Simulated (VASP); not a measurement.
Here is the system:

```
CELL_PARAMETERS angstrom
      0.00000     2.34605     2.34605
      2.34605     0.00000     2.34605
      2.34605     2.34605     0.00000
ATOMIC_POSITIONS crystal
  Na 0.00000 0.00000 0.00000
  F  0.50000 0.50000 0.50000
```

Calculation: PBE GGA, VASP's PBE PAW potentials (set 64) (plane waves; VASP 6.6.1). Numerical set-up: 520 eV cut-off, 12×12×12 Γ-centred mesh, Gaussian smearing of 0.010 eV, potentials Na_pv F.

Q: Predict the energy per atom (σ→0), band gap (on the k-mesh) with the smallest direct gap where there is one.

A: 
The band gap (on the k-mesh) is 6.10 eV. The smallest direct gap (on the k-mesh) is 6.10 eV and the energy per atom (σ→0) comes out as -4.285 eV/atom.

Only differences to runs with the same potentials and settings are physical.

The compound is NaF in the rock salt structure. It was relaxed first.
